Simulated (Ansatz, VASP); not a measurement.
# Rb2CuNCl6 in two plane-wave programs

Wanted: the spread between two codes on one cell, functional and k mesh. The cell is invented: As first built, before any earlier steps moved the atoms (in the runner's words): it takes the Cs2CuAsCl6 structure with some of its atoms replaced by other elements, volume scaled by an estimate. It may not be a known or stable phase. The cell is taken from a series of VASP runs on this material, whose earlier steps may have relaxed, scaled or displaced it; both programs get it as it stands.

Method: plane waves, with VASP 6.6.1 beside it; single point at PBE, in Ansatz 0.2.0.

**1. The structure**

The cell holds 10 atoms: 2 Rb, 1 Cu, 6 Cl and 1 N. Its edges and angles: a = 6.811 Å, b = 6.811 Å, c = 6.811 Å, α = 60.0°, β = 60.0°, γ = 60.0°. As first built, before any earlier steps moved the atoms (in the runner's words): sites of the Cs2CuAsCl6 structure (space group 225) filled with other elements, volume scaled by an estimate.

As a file:

```cif
data_structure
_symmetry_space_group_name_H-M 'P 1'
_symmetry_Int_Tables_number 1
_cell_length_a 6.8114
_cell_length_b 6.8114
_cell_length_c 6.8114
_cell_angle_alpha 60.000
_cell_angle_beta 60.000
_cell_angle_gamma 60.000
_cell_volume 223.46
loop_
_atom_site_label
_atom_site_type_symbol
_atom_site_fract_x
_atom_site_fract_y
_atom_site_fract_z
_atom_site_occupancy
Rb1 Rb 0.75215 0.74546 0.75886 1
Rb2 Rb 0.24761 0.24514 0.25116 1
Cu3 Cu 0.50185 0.50196 0.48793 1
Cl4 Cl 0.75103 0.24017 0.25749 1
Cl5 Cl 0.25000 0.25540 0.74518 1
Cl6 Cl 0.24878 0.75221 0.75222 1
Cl7 Cl 0.24459 0.74262 0.25486 1
Cl8 Cl 0.75186 0.24978 0.75371 1
Cl9 Cl 0.75998 0.74570 0.25282 1
N10 N 0.99370 0.99789 0.00362 1
```

**2. VASP: single point, PBE**

With cell and atoms fixed, the geometry can't cause a difference; cores, projectors, grids and the points listed under the comparison can.

Lines of VASP's logs that name or quote its potential files are left out, and so is its time.

Input file INCAR:

```
SYSTEM = Rb2CuNCl6
PREC = Accurate
ENCUT = 520
EDIFF = 1E-06
NELM = 100
ISMEAR = -1
SIGMA = 0.1
LREAL = .FALSE.
ALGO = Normal
GGA = PE
NBANDS = 48
LORBIT = 11
LWAVE = .FALSE.
LCHARG = .FALSE.
KPAR = 4
ISIF = 2
```

Input file POSCAR:

```
Rb2CuNCl6
1.0
    0.0000000000      4.8164154268      4.8164154268
    4.8164154268      0.0000000000      4.8164154268
    4.8164154268      4.8164154268      0.0000000000
Rb Cu Cl N
2 1 6 1
Direct
    0.7521530000      0.7454630000      0.7588560000
    0.2476110000      0.2451420000      0.2511600000
    0.5018540000      0.5019570000      0.4879290000
    0.7510290000      0.2401750000      0.2574910000
    0.2499980000      0.2554020000      0.7451750000
    0.2487820000      0.7522080000      0.7522220000
    0.2445870000      0.7426180000      0.2548610000
    0.7518600000      0.2497790000      0.7537130000
    0.7599840000      0.7457020000      0.2528220000
   -0.0062960000     -0.0021070000      0.0036180000
```

Input file KPOINTS:

```
Automatic mesh
0
Gamma
5 5 5
0 0 0
```

The projector-augmented-wave data sets are Rb_sv, Cu, Cl and N (PBE family, release 64).

The run is started by

```console
mpirun -np 4 vasp_std
```

Numbers of over 12 decimals in the logs are rounded to 6 here.

What it wrote:

```text
[banner, memory and clock lines left out]
running    4 mpi-ranks, on    1 nodes
 distrk:  each k-point on    1 cores,    4 groups
 distr:  one band on    1 cores,    1 groups

 POSCAR found type information on POSCAR RbCuClN
 POSCAR found :  4 types and      10 ions
 LDA part: xc-table for (Slater+PW92), standard interpolation
 POSCAR, INCAR and KPOINTS ok, starting setup
 FFT: planning ... GRIDC
 FFT: planning ... GRID_SOFT
 FFT: planning ... GRID
 WAVECAR not read
 entering main loop
       N       E                     dE             d eps       ncg     rms          rms(c)
DAV:   1     0.714721877857E+03    0.71472E+03   -0.32853E+04  6048   0.151E+03
DAV:   2     0.707161913471E+02   -0.64401E+03   -0.60446E+03  6608   0.351E+02
DAV:   3    -0.307975682980E+02   -0.10151E+03   -0.98383E+02  8456   0.145E+02
DAV:   4    -0.365451409862E+02   -0.57476E+01   -0.56761E+01  8272   0.340E+01
DAV:   5    -0.368941273931E+02   -0.34899E+00   -0.34867E+00  9960   0.740E+00    0.431E+01
DAV:   6    -0.108642792308E+03   -0.71749E+02   -0.13340E+03  7040   0.313E+02    0.381E+01
DAV:   7    -0.498018266860E+02    0.58841E+02   -0.74547E+01  7056   0.515E+01    0.238E+01
DAV:   8    -0.319895445621E+02    0.17812E+02   -0.64579E+01  7592   0.122E+02    0.138E+01
DAV:   9    -0.313773084429E+02    0.61224E+00   -0.77105E+00  8640   0.274E+01    0.897E+00
DAV:  10    -0.316861922210E+02   -0.30888E+00   -0.10449E+01  7704   0.690E+01    0.179E+01
DAV:  11    -0.300550561564E+02    0.16311E+01   -0.13521E+01  8080   0.405E+01    0.371E+00
DAV:  12    -0.298931350643E+02    0.16192E+00   -0.67396E-01  8680   0.794E+00    0.205E+00
DAV:  13    -0.298607798138E+02    0.32355E-01   -0.23881E-01  8432   0.137E+01    0.226E+00
DAV:  14    -0.298404403791E+02    0.20339E-01   -0.96908E-02  8952   0.182E+00    0.176E+00
[...]
DAV:  19    -0.298129831381E+02   -0.24900E-03   -0.65809E-03  9272   0.639E-01    0.508E-02
DAV:  20    -0.298130767941E+02   -0.93656E-04   -0.50021E-04  8568   0.191E-01    0.108E-01
DAV:  21    -0.298129879473E+02    0.88847E-04   -0.33003E-04  9168   0.329E-01    0.242E-02
DAV:  22    -0.298129928145E+02   -0.48672E-05   -0.65884E-05  7912   0.339E-02    0.167E-02
DAV:  23    -0.298130165290E+02   -0.23715E-04   -0.66256E-05  8192   0.182E-01    0.473E-02
DAV:  24    -0.298129970309E+02    0.19498E-04   -0.14995E-05  7800   0.931E-02    0.276E-02
DAV:  25    -0.298129875289E+02    0.95020E-05   -0.20323E-05  8528   0.115E-01    0.677E-03
DAV:  26    -0.298129877118E+02   -0.18284E-06   -0.45879E-06  6960   0.127E-02
   1 F= -.29812988E+02 E0= -.29785839E+02  d E =-.542981E-01
```

Parts of OUTCAR (step 2):

```text
ion  position               nearest neighbor table
   1  0.752  0.745  0.759-   5 3.37   6 3.38   9 3.39   4 3.39   7 3.39   8 3.39   8 3.42   7 3.42
                             4 3.42   9 3.42   6 3.43   5 3.45   3 4.06   3 4.17   3 4.21   3 4.25
   2  0.248  0.245  0.251-   9 3.37   4 3.38   6 3.39   7 3.39   8 3.40   5 3.40   5 3.41   8 3.41
                             7 3.42   6 3.43   4 3.43   9 3.45   3 4.13   3 4.15   3 4.16   3 4.24
   3  0.502  0.502  0.488-   7 2.36   4 2.37   5 2.40   9 2.42   6 2.48   8 2.49   1 4.06   2 4.13
                             2 4.15   2 4.16   1 4.17   1 4.21   2 4.24   1 4.25
   4  0.751  0.240  0.257-   3 2.37   2 3.38   1 3.39   1 3.42   2 3.43
   5  0.250  0.255  0.745-   3 2.40   1 3.37   2 3.40   2 3.41   1 3.45
   6  0.249  0.752  0.752-   3 2.48   1 3.38   2 3.39   2 3.43   1 3.43
   7  0.245  0.743  0.255-   3 2.36   2 3.39   1 3.39   1 3.42   2 3.42
   8  0.752  0.250  0.754-   3 2.49   1 3.39   2 3.40   2 3.41   1 3.42
   9  0.760  0.746  0.253-   3 2.42   2 3.37   1 3.39   1 3.42   2 3.45
  10  0.994  0.998  0.004-

  LATTYP: Found a face centered cubic cell.
 ALAT       =     9.6328308536

 Subroutine GETGRP returns: Found  1 space group operations
 (whereof  1 operations were pure point group operations)

The static configuration has the point symmetry C_1 .

 Found     63 irreducible k-points:

   k-points           NKPTS =     63   k-points in BZ     NKDIM =     63   number of bands    NBANDS=     48

   dimension x,y,z NGX =    54 NGY =   54 NGZ =   54
   dimension x,y,z NGXF=   108 NGYF=  108 NGZF=  108

   ENCUT  =  520.0 eV  38.22 Ry    6.18 a.u.  12.66 12.66 12.66*2*pi/ulx,y,z

   NELECT =      76.0000    total number of electrons

 k-points in reciprocal lattice and weights: Automatic mesh
   0.00000000  0.00000000  0.00000000       0.008
   0.20000000  0.00000000  0.00000000       0.016
   0.00000000  0.20000000  0.00000000       0.016
   0.00000000  0.00000000  0.20000000       0.016
   0.20000000  0.20000000  0.20000000       0.016
   0.40000000  0.00000000  0.00000000       0.016
   0.00000000  0.40000000  0.00000000       0.016
   0.00000000  0.00000000  0.40000000       0.016
   0.40000000  0.40000000  0.40000000       0.016
[...]
-0.40000000  0.20000000 -0.20000000       0.016
   0.20000000  0.40000000 -0.40000000       0.016

 average (electrostatic) potential at core
       1 -35.5807       2 -35.5796       3 -69.4729       4 -93.3580       5 -93.1619
       6 -93.2675       7 -93.2881       8 -93.3467       9 -93.4791      10 -69.4609

 E-fermi :   1.3253

 k-point     1 :       0.0000    0.0000    0.0000
  band No.  band energies     occupation
    ...
     34       0.6686      1.99719
     35       0.6727      1.99707
     36       0.6738      1.99704
     37       1.3541      0.85699
     38       1.3777      0.74381
     39       1.8388      0.01171
     40       1.9333      0.00457
     41       1.9861      0.00270
     42       6.9113      0.00000
     43       7.4305      0.00000
    ...

 k-point     2 :       0.2000    0.0000    0.0000
  band No.  band energies     occupation
    ...
     34       0.3898      1.99983
     35       0.4269      1.99975
     36       0.5822      1.99882
     37       0.8105      1.98844
     38       0.8182      1.98752
     39       1.5846      0.13917
     40       2.4934      0.00002
     41       2.5390      0.00001
     42       7.3546      0.00000
     43       7.6955      0.00000
    ...

 k-point     3 :       0.0000    0.2000    0.0000
  band No.  band energies     occupation
    ...
     34       0.3719      1.99986
     35       0.4174      1.99977
     36       0.5836      1.99880
     37       0.8095      1.98856
     38       0.8336      1.98546
     39       1.6381      0.08389
     40       2.4712      0.00002
     41       2.5263      0.00001
     42       7.3539      0.00000
     43       7.6842      0.00000
    ...

  Total        0.3416148      0.3792754      0.2990615     -0.0369091      0.1178936      0.0099631
  in kB        2.4493194      2.7193393      2.1442196     -0.2646318      0.8452770      0.0714339
  external PRESSURE =       2.4376261 kB  Pullay stress =       0.0000000 kB

  energy-cutoff  :      520.00
  volume of cell :      223.46
      direct lattice vectors                 reciprocal lattice vectors
     0.000000000  4.816415427  4.816415427    -0.103811643  0.103811643  0.103811643
     4.816415427  0.000000000  4.816415427     0.103811643 -0.103811643  0.103811643
     4.816415427  4.816415427  0.000000000     0.103811643  0.103811643 -0.103811643

 POSITION                                       TOTAL-FORCE (eV/Angst)
 -----------------------------------------------------------------------------------
      7.24543      7.27765      7.21314         0.016358     -0.051608     -0.020701
      2.39040      2.40229      2.37330        -0.030857      0.032259      0.027667
      4.76770      4.76721      4.83477         0.212762      0.196105     -0.125603
      2.39697      4.85745      4.77405        -0.254294     -0.051970      0.067884
      4.81919      4.79317      2.43422         0.001912      0.096131     -0.156734
      7.24596      4.82125      4.82118         0.154128      0.003171      0.026794
      4.80427      2.40555      4.75479         0.000261     -0.178653      0.171622
      4.83323      7.25147      4.82431        -0.000903      0.243288     -0.048525
      4.80931      4.87809      7.25201         0.015150     -0.141671      0.211396
      4.82369      4.80352      9.59236        -0.114518     -0.147052     -0.153800
 -----------------------------------------------------------------------------------
    total drift:                                0.000189      0.000319     -0.000997

  FREE ENERGIE OF THE ION-ELECTRON SYSTEM (eV)
  ---------------------------------------------------
  free  energy   TOTEN  =       -29.8129877118 eV

  energy  without entropy=      -29.7586895855  energy(sigma->0) =      -29.78583865

 total charge
# of ion       s       p       d       tot
------------------------------------------
    1        1.938   5.356   0.022   7.316
    2        1.938   5.356   0.022   7.316
    3        0.322   0.282   9.144   9.748
    4        1.613   3.454   0.000   5.067
    5        1.612   3.459   0.000   5.071
    6        1.613   3.445   0.000   5.058
    7        1.612   3.459   0.000   5.071
    8        1.614   3.440   0.000   5.054
    9        1.614   3.442   0.000   5.056
   10        1.424   1.797   0.000   3.221
--------------------------------------------------
tot         15.299  33.490   9.188  57.977

[... 3 further parts left out ...]
```

This run has no spin polarisation, so a moment on Cu, if there is one, isn't seen. Oxides and halides of Cu are often magnetic insulators, and a metal at this level, without U or exact exchange, may be an artefact.

(Continued in part 2 of 2.)

[Lines on the potential files, build, host, timing and source positions are cut from VASP's logs without a mark.]

[Logs are printed without paths, hosts, clocks, repeated set-up lines and the standing remarks that a program may print on its own settings, such as how far it seeks lower states.]

[Hosts, paths, dates, database ids (printed as entryN), source tags and the programs' standing remarks are cut or masked in the printed files.]
